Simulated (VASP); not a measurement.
Here is the system:

```
BN
1.0
    0.00000     1.81246     1.81246
    1.81246     0.00000     1.81246
    1.81246     1.81246     0.00000
B N
1 1
Cartesian
  0.00000   0.00000   0.00000
  0.90623   0.90623   0.90623
```

These are PW91 GGA, VASP's PBE PAW potentials (set 64) (plane waves; VASP) values and carry that method's errors. Settings: 520 eV cut-off, Gaussian smearing of 0.050 eV, potentials B N.

Problem. Estimate the band gap (along the path) with the smallest direct gap where there is one.

Solution. 
```json
{
 "band gap (along the path)": "4.50 eV",
 "smallest direct gap (along the path)": "8.81 eV"
}
```

Total energies compare only between runs with the same potentials, cut-off and functional.

The compound is BN in the zinc blende structure. It was relaxed first.
